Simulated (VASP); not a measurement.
Level of theory: PBEsol GGA, VASP's PBE PAW potentials (set 64) (plane waves; VASP). Each cell was relaxed at this level, without spin-orbit coupling.

Which of these comes out without a gap?
(A) GaAs, F-43m (216)
(B) MoTe2, P6_3/mmc (194)
(C) Nb, Im-3m (229)
(D) MoS2, P6_3/mmc (194)

C, Nb, Im-3m (229). The others have gaps of 0.72 eV (MoTe2, P6_3/mmc (194)), 0.90 eV (MoS2, P6_3/mmc (194)), 0.44 eV (GaAs, F-43m (216)).
